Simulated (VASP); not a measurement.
**Relaxed cell of SiNi3: a test of cutoff and mesh**

Aim: test the relaxed volume of SiNi3 against cutoff and mesh. The starting structure is a cell with measured lattice constants from the literature and the atomic positions of a computed structure of the Materials Project. The first relaxation on each setting starts from this cell expanded by 3 % in volume.

Main program and level: VASP 6.6.1; Kohn-Sham DFT with plane waves and PAW; PBEsol.

**1. Set-up**

Symmetry: Pm-3m, No. 221, cubic system. Conventional cell: a = 3.510 Å, b = 3.510 Å, c = 3.510 Å, α = 90.00°, β = 90.00°, γ = 90.00°. Nearest to Ni lie 8 Ni at 2.48 Å and 4 Si at 2.48 Å. Nearest to Si lie 12 Ni at 2.48 Å. Farther neighbours are not listed.

Coordinates:

```cif
data_structure
_symmetry_space_group_name_H-M 'P 1'
_symmetry_Int_Tables_number 1
_cell_length_a 3.5098
_cell_length_b 3.5098
_cell_length_c 3.5098
_cell_angle_alpha 90.000
_cell_angle_beta 90.000
_cell_angle_gamma 90.000
_cell_volume 43.24
loop_
_atom_site_label
_atom_site_type_symbol
_atom_site_fract_x
_atom_site_fract_y
_atom_site_fract_z
_atom_site_occupancy
Ni1 Ni 0.50000 0.00000 0.50000 1
Ni2 Ni 0.50000 0.50000 0.00000 1
Ni3 Ni 0.00000 0.50000 0.50000 1
Si4 Si 0.00000 0.00000 0.00000 1
```

**2. Reference relaxation**

This run starts from the cell of an earlier relaxation, which isn't shown; the restart sets up the plane waves anew.

File INCAR:

```
SYSTEM = SiNi3
PREC = Accurate
ENCUT = 450
EDIFF = 1E-06
NELM = 100
ISMEAR = 1
SIGMA = 0.15
LREAL = .FALSE.
ALGO = Normal
GGA = PS
NBANDS = 27
ISPIN = 2
MAGMOM = 1 1 1 0
LASPH = .TRUE.
LMAXMIX = 4
LORBIT = 11
LWAVE = .FALSE.
LCHARG = .FALSE.
KPAR = 8
IBRION = 2
NSW = 50
ISIF = 3
EDIFFG = -0.006
```

File POSCAR:

```
SiNi3
1.0
    3.4608473173      0.0000000000      0.0000000000
    0.0000000000      3.4608473173      0.0000000000
    0.0000000000      0.0000000000      3.4608473173
Ni Si
3 1
Direct
    0.5000000000      0.0000000000      0.5000000000
    0.5000000000      0.5000000000      0.0000000000
    0.0000000000      0.5000000000      0.5000000000
    0.0000000000      0.0000000000      0.0000000000
```

File KPOINTS:

```
Automatic mesh
0
Gamma
10 10 10
0 0 0
```

The projector-augmented-wave data sets are Ni and Si (PBE family, release 64).

Launch:

```sh
$ mpirun -np 8 vasp_std
```

What it wrote:

```text
[banner, memory and clock lines left out]
running    8 mpi-ranks, on    1 nodes
 distrk:  each k-point on    1 cores,    8 groups
 distr:  one band on    1 cores,    1 groups

 POSCAR found type information on POSCAR NiSi
 POSCAR found :  2 types and       4 ions
|                                                                             |
|           W    W    AA    RRRRR   N    N  II  N    N   GGGG   !!!           |
|           W    W   A  A   R    R  NN   N  II  NN   N  G    G  !!!           |
|           W    W  A    A  R    R  N N  N  II  N N  N  G       !!!           |
|           W WW W  AAAAAA  RRRRR   N  N N  II  N  N N  G  GGG   !            |
|           WW  WW  A    A  R   R   N   NN  II  N   NN  G    G                |
|           W    W  A    A  R    R  N    N  II  N    N   GGGG   !!!           |
|                                                                             |
|     For optimal performance we recommend to set                             |
|       NCORE = 2 up to number-of-cores-per-socket                            |
|     NCORE specifies how many cores store one orbital (NPAR=cpu/NCORE).      |
|     This setting can greatly improve the performance of VASP for DFT.       |
|     The default, NCORE=1 might be grossly inefficient on modern             |
|     multi-core architectures or massively parallel machines. Do your        |
|     Unfortunately you need to use the default for GW and RPA                |
|     calculations (for HF NCORE is supported but not extensively tested      |
|     yet).                                                                   |
|                                                                             |

|                                                                             |
|               ----> ADVICE to this user running VASP <----                  |
|                                                                             |
|     You enforced a specific xc type in the INCAR file but a different       |
|     [... a line on the potential file left out ...]
|     I HOPE YOU KNOW WHAT YOU ARE DOING!                                     |
|                                                                             |

 LDA part: xc-table for (Slater+PW92), standard interpolation
 POSCAR, INCAR and KPOINTS ok, starting setup
 FFT: planning ... GRIDC
 FFT: planning ... GRID_SOFT
 FFT: planning ... GRID
 WAVECAR not read
 entering main loop
       N       E                     dE             d eps       ncg     rms          rms(c)
DAV:   1     0.191851988769E+03    0.19185E+03   -0.13466E+04  6176   0.150E+03
DAV:   2    -0.184999431404E+02   -0.21035E+03   -0.19609E+03  6060   0.300E+02
DAV:   3    -0.301216599108E+02   -0.11622E+02   -0.11073E+02  6658   0.891E+01
DAV:   4    -0.303259229552E+02   -0.20426E+00   -0.20383E+00  6882   0.113E+01
DAV:   5    -0.303317909161E+02   -0.58680E-02   -0.58674E-02  7146   0.174E+00    0.224E+01
DAV:   6    -0.301407101195E+02    0.19108E+00   -0.31762E+01  7112   0.103E+02    0.182E+01
DAV:   7    -0.263861069036E+02    0.37546E+01   -0.11370E+01  7228   0.571E+01    0.422E+00
DAV:   8    -0.263093589856E+02    0.76748E-01   -0.31445E-01  7425   0.470E+00    0.153E+00
DAV:   9    -0.262951270082E+02    0.14232E-01   -0.17441E-02  8650   0.158E+00    0.647E-01
DAV:  10    -0.262935529411E+02    0.15741E-02   -0.13186E-03  7195   0.360E-01    0.338E-01
DAV:  11    -0.262927379917E+02    0.81495E-03   -0.36877E-04  8029   0.319E-01    0.960E-02
DAV:  12    -0.262927935481E+02   -0.55556E-04   -0.13756E-04  8055   0.129E-01    0.429E-02
DAV:  13    -0.262927938381E+02   -0.28996E-06   -0.11894E-05  7375   0.422E-02    0.176E-02
DAV:  14    -0.262927909485E+02    0.28896E-05   -0.18572E-06  6219   0.146E-02    0.785E-03
DAV:  15    -0.262927906013E+02    0.34713E-06   -0.79095E-07  3435   0.109E-02
   1 F= -.26292791E+02 E0= -.26293260E+02  d E =-.262928E+02  mag=     0.0004
 curvature:   0.00 expect dE= 0.000E+00 dE for cont linesearch  0.000E+00
 trial: gam= 0.00000 g(F)=  0.000E+00 g(S)=  0.367E-06 ort = 0.000E+00 (trialstep = 0.100E+01)
 search vector abs. value=  0.367E-06
 reached required accuracy - stopping structural energy minimisation
```

It took 6.2 s on 8 MPI ranks of Intel Xeon 6975P-C (Granite Rapids), shared host; peak memory 1.5 GiB.

The logs omit lines about the potential files and the build; timing stands in the text.

Parts of OUTCAR (step 2):

```text
ion  position               nearest neighbor table
   1  0.500  0.000  0.500-   2 2.45   3 2.45   4 2.45   2 2.45   4 2.45   2 2.45   3 2.45   2 2.45
                             3 2.45   4 2.45   4 2.45   3 2.45
   2  0.500  0.500  0.000-   1 2.45   3 2.45   4 2.45   1 2.45   3 2.45   1 2.45   4 2.45   1 2.45
                             3 2.45   4 2.45   3 2.45   4 2.45
   3  0.000  0.500  0.500-   1 2.45   2 2.45   4 2.45   2 2.45   4 2.45   1 2.45   4 2.45   4 2.45
                             1 2.45   2 2.45   2 2.45   1 2.45
   4  0.000  0.000  0.000-   1 2.45   2 2.45   3 2.45   1 2.45   3 2.45   2 2.45   3 2.45   3 2.45
                             1 2.45   2 2.45   1 2.45   2 2.45

  LATTYP: Found a simple cubic cell.
 ALAT       =     3.4608473173

 Subroutine GETGRP returns: Found 48 space group operations
 (whereof 48 operations were pure point group operations)

The static configuration has the point symmetry O_h .

 Found     56 irreducible k-points:

   k-points           NKPTS =     56   k-points in BZ     NKDIM =     56   number of bands    NBANDS=     27

   dimension x,y,z NGX =    24 NGY =   24 NGZ =   24
   dimension x,y,z NGXF=    48 NGYF=   48 NGZF=   48

   ENCUT  =  450.0 eV  33.07 Ry    5.75 a.u.   5.99  5.99  5.99*2*pi/ulx,y,z

   NELECT =      34.0000    total number of electrons

 k-points in reciprocal lattice and weights: Automatic mesh
   0.00000000  0.00000000  0.00000000       0.001
   0.10000000  0.00000000  0.00000000       0.006
   0.20000000  0.00000000  0.00000000       0.006
   0.30000000  0.00000000  0.00000000       0.006
   0.40000000  0.00000000  0.00000000       0.006
   0.50000000  0.00000000  0.00000000       0.003
   0.10000000  0.10000000  0.00000000       0.012
   0.20000000  0.10000000  0.00000000       0.024
   0.30000000  0.10000000  0.00000000       0.024
[...]
0.50000000  0.50000000  0.40000000       0.006
   0.50000000  0.50000000  0.50000000       0.001

 average (electrostatic) potential at core
       1 -80.0272       2 -80.0272       3 -80.0272       4 -78.2699

 E-fermi :  11.0810

 spin component 1
 k-point     1 :       0.0000    0.0000    0.0000
  band No.  band energies     occupation
    ...
     12      10.1687      1.00000
     13      10.1687      1.00000
     14      10.4576      1.00000
     15      10.4576      1.00000
     16      10.7966      1.01103
     17      11.1328      0.22588
     18      11.1328      0.22588
     19      11.1328      0.22588
     20      16.3087      0.00000
     21      17.6092      0.00000
    ...

 k-point     2 :       0.1000    0.0000    0.0000
  band No.  band energies     occupation
    ...
     12      10.2648      1.00000
     13      10.2648      1.00000
     14      10.4598      1.00000
     15      10.4677      1.00000
     16      10.7450      1.00341
     17      11.1330      0.22530
     18      11.3722     -0.00960
     19      11.3723     -0.00960
     20      16.5487      0.00000
     21      17.5773      0.00000
    ...

 k-point     3 :       0.2000    0.0000    0.0000
  band No.  band energies     occupation
    ...
     12      10.2014      1.00000
     13      10.2014      1.00000
     14      10.3343      1.00000
     15      10.4528      1.00000
     16      10.6039      1.00003
     17      11.1333      0.22361
     18      12.0749     -0.00000
     19      12.0749     -0.00000
     20      16.7105      0.00000
     21      17.4861      0.00000
    ...

 k-point     4 :       0.3000    0.0000    0.0000
  band No.  band energies     occupation
    ...
     12       9.9997      1.00000
     13       9.9997      1.00000
     14      10.0986      1.00000
     15      10.2982      1.00000
     16      10.5225      1.00000
     17      11.1338      0.22144
     18      13.0433     -0.00000
     19      13.0433     -0.00000
     20      16.6899      0.00000
     21      17.3557      0.00000
    ...

 k-point     5 :       0.4000    0.0000    0.0000
  band No.  band energies     occupation
    ...
     12       9.7953      1.00000
     13       9.7953      1.00000
     14       9.8541      1.00000
     15      10.0298      1.00000
     16      10.5241      1.00000
     17      11.1341      0.21996
     18      14.1277      0.00000
     19      14.1277      0.00000
     20      16.6200      0.00000
     21      17.2340      0.00000
    ...

 k-point     6 :       0.5000    0.0000    0.0000
  band No.  band energies     occupation
    ...
     12       9.7054      1.00000
     13       9.7054      1.00000
     14       9.7411      1.00000
     15       9.8909      1.00000
     16      10.5273      1.00000
     17      11.1343      0.21937
     18      14.8749      0.00000
     19      14.8749      0.00000
     20      16.4375      0.00000
     21      16.4375      0.00000
    ...

  Total        0.0031829      0.0031829      0.0031829     -0.0000000     -0.0000000      0.0000000
  in kB        0.1230224      0.1230224      0.1230224     -0.0000000     -0.0000000      0.0000000
  external PRESSURE =       0.1230224 kB  Pullay stress =       0.0000000 kB

  energy-cutoff  :      450.00
  volume of cell :       41.45
      direct lattice vectors                 reciprocal lattice vectors
     3.460847317  0.000000000  0.000000000     0.288946581  0.000000000  0.000000000
     0.000000000  3.460847317  0.000000000     0.000000000  0.288946581  0.000000000
     0.000000000  0.000000000  3.460847317     0.000000000  0.000000000  0.288946581

 POSITION                                       TOTAL-FORCE (eV/Angst)
 -----------------------------------------------------------------------------------
      1.73042      0.00000      1.73042         0.000000      0.000000      0.000000
      1.73042      1.73042      0.00000         0.000000      0.000000      0.000000
      0.00000      1.73042      1.73042         0.000000      0.000000      0.000000
      0.00000      0.00000      0.00000         0.000000      0.000000      0.000000
 -----------------------------------------------------------------------------------
    total drift:                                0.000000     -0.000000     -0.000000

  FREE ENERGIE OF THE ION-ELECTRON SYSTEM (eV)
  ---------------------------------------------------
  free  energy   TOTEN  =       -26.2927906013 eV

  energy  without entropy=      -26.2942001015  energy(sigma->0) =      -26.29326043

 reached required accuracy - stopping structural energy minimisation

 total charge
# of ion       s       p       d       tot
------------------------------------------
    1        0.507   0.617   8.434   9.559
    2        0.507   0.617   8.434   9.559
    3        0.507   0.617   8.434   9.559
    4        0.729   0.840   0.000   1.569
--------------------------------------------------
tot          2.250   2.692  25.303  30.245

 magnetization (x)
# of ion       s       p       d       tot
------------------------------------------
    1       -0.000  -0.000   0.000   0.000
    2       -0.000  -0.000   0.000   0.000
    3       -0.000  -0.000   0.000   0.000
    4       -0.000  -0.000   0.000  -0.000
--------------------------------------------------
tot         -0.000  -0.000   0.001   0.001

[... 6 further parts left out ...]
```

CONTCAR:

```
SiNi3
   1.00000000000000
     3.4608473172999998    0.0000000000000000    0.0000000000000000
     0.0000000000000000    3.4608473172999998    0.0000000000000000
     0.0000000000000000    0.0000000000000000    3.4608473172999998
  Ni              Si
     3     1
Direct
     0.5000000000000000    0.0000000000000000    0.5000000000000000
     0.5000000000000000    0.5000000000000000    0.0000000000000000
     0.0000000000000000    0.5000000000000000    0.5000000000000000
     0.0000000000000000    0.0000000000000000    0.0000000000000000
```

The moments of the start collapse, so the state is non-magnetic; other starts or orders were not tried. The PAW data sets were made with PBE, which is usual practice but a small mismatch for other functionals. The run keeps the 48 symmetry operations of its start, so it cannot find a distortion of lower symmetry.

The reference relaxation ends at 10.363 Å³ an atom.

**3. Relaxation with a cutoff of 270 eV**

Against step 2 the input has ENCUT = 270. This run starts from the cell of an earlier relaxation, which isn't shown; the restart sets up the plane waves anew.

INCAR: that of step 2 with these lines changed.

```diff
@@ -2,3 +2,3 @@
 PREC = Accurate
-ENCUT = 450
+ENCUT = 270
 EDIFF = 1E-06
```

File POSCAR:

```
SiNi3
1.0
    3.4563042049      0.0000000000      0.0000000000
    0.0000000000      3.4563042049      0.0000000000
    0.0000000000      0.0000000000      3.4563042049
Ni Si
3 1
Direct
    0.5000000000      0.0000000000      0.5000000000
    0.5000000000      0.5000000000      0.0000000000
    0.0000000000      0.5000000000      0.5000000000
    0.0000000000      0.0000000000      0.0000000000
```

KPOINTS is that of step 2.

Launch:

```sh
$ mpirun -np 8 vasp_std
```

What it wrote:

```text
[banner, memory and clock lines left out]
running    8 mpi-ranks, on    1 nodes
[...]
[... a notice as in an earlier step ...]

 [... a notice as in an earlier step ...]

 LDA part: xc-table for (Slater+PW92), standard interpolation
 POSCAR, INCAR and KPOINTS ok, starting setup
[...]
entering main loop
       N       E                     dE             d eps       ncg     rms          rms(c)
DAV:   1     0.138396023362E+03    0.13840E+03   -0.97209E+03  6160   0.993E+02
DAV:   2    -0.236254422911E+02   -0.16202E+03   -0.15055E+03  6096   0.236E+02
DAV:   3    -0.302047316605E+02   -0.65793E+01   -0.64011E+01  6697   0.592E+01
DAV:   4    -0.302919762969E+02   -0.87245E-01   -0.87148E-01  6735   0.650E+00
[...]
DAV:  13    -0.262759316964E+02   -0.37161E-05   -0.98650E-06  6956   0.352E-02    0.162E-02
DAV:  14    -0.262759298159E+02    0.18804E-05   -0.16084E-06  5611   0.124E-02    0.732E-03
DAV:  15    -0.262759293360E+02    0.47996E-06   -0.65871E-07  3310   0.868E-03
[...]
2 F= -.26272600E+02 E0= -.26273023E+02  d E =0.332961E-02  mag=    -0.0000
 trial-energy change:    0.003330  1 .order    0.003674   -0.010918    0.018266
 step:   0.3910(harm=  0.3741)  dis= 0.00000  next Energy=   -26.278084 (dE=-0.215E-02)
[...]
N       E                     dE             d eps       ncg     rms          rms(c)
DAV:   1    -0.263659499027E+02   -0.93349E-01   -0.69920E-01  6360   0.117E+01    0.259E+00
DAV:   2    -0.263522694875E+02    0.13680E-01   -0.54480E-01  7225   0.124E+01    0.190E+00
DAV:   3    -0.262805250578E+02    0.71744E-01   -0.14397E-01  7244   0.655E+00    0.422E-01
DAV:   4    -0.262781588685E+02    0.23662E-02   -0.33991E-03  6597   0.418E-01    0.825E-02
DAV:   5    -0.262780845561E+02    0.74312E-04   -0.15318E-04  7464   0.127E-01    0.368E-02
DAV:   6    -0.262780820237E+02    0.25323E-05   -0.51053E-05  6491   0.536E-02    0.101E-02
DAV:   7    -0.262780841289E+02   -0.21051E-05   -0.19319E-06  5986   0.106E-02    0.588E-03
DAV:   8    -0.262780852872E+02   -0.11583E-05   -0.14528E-07  3129   0.313E-03    0.137E-03
DAV:   9    -0.262780851705E+02    0.11667E-06   -0.56458E-08  3081   0.289E-03
   3 F= -.26278085E+02 E0= -.26278531E+02  d E =-.215583E-02  mag=    -0.0000
[...]
reached required accuracy - stopping structural energy minimisation
```

It took 10 s on 8 MPI ranks; peak memory 1.3 GiB; 76 s of CPU time.

From OUTCAR (step 3):

```text
  Total        0.0097571      0.0097571      0.0097571     -0.0000000      0.0000000     -0.0000000
  in kB        0.3815715      0.3815715      0.3815715     -0.0000000      0.0000000     -0.0000000
  external PRESSURE =       0.3815715 kB  Pullay stress =       0.0000000 kB

 POSITION                                       TOTAL-FORCE (eV/Angst)
 -----------------------------------------------------------------------------------
      1.72368      0.00000      1.72368        -0.000000     -0.000000      0.000000
      1.72368      1.72368     -0.00000         0.000000      0.000000      0.000000
      0.00000      1.72368      1.72368        -0.000000     -0.000000      0.000000
      0.00000      0.00000      0.00000         0.000000      0.000000      0.000000
 -----------------------------------------------------------------------------------
    total drift:                               -0.000000      0.000000      0.000000

  FREE ENERGIE OF THE ION-ELECTRON SYSTEM (eV)
  ---------------------------------------------------
  free  energy   TOTEN  =       -26.2780851705 eV

  energy  without entropy=      -26.2794212078  energy(sigma->0) =      -26.27853052

 magnetization (x)
# of ion       s       p       d       tot
------------------------------------------
    1       -0.000  -0.000  -0.000  -0.000
    2       -0.000  -0.000  -0.000  -0.000
    3       -0.000  -0.000  -0.000  -0.000
    4        0.000   0.000   0.000   0.000
--------------------------------------------------
tot         -0.000   0.000  -0.000  -0.000

[... 2 parts as in an earlier step ...]

[... 2 further parts left out ...]
[key lines of the parts left out:]
E-fermi :  11.2654
```

With a cutoff of 270 eV the cell ends at 10.242 Å³ an atom, -1.17 % from the reference.

(Part 1 of 2 ends here.)

[Lines on the potential files, build, host, timing and source positions are cut from VASP's logs without a mark.]

[Logs are printed without paths, hosts, clocks, repeated set-up lines and the standing remarks that a program may print on its own settings, such as how far it seeks lower states.]

[Hosts, paths, dates, database ids (printed as entryN), source tags and the programs' standing remarks are cut or masked in the printed files.]
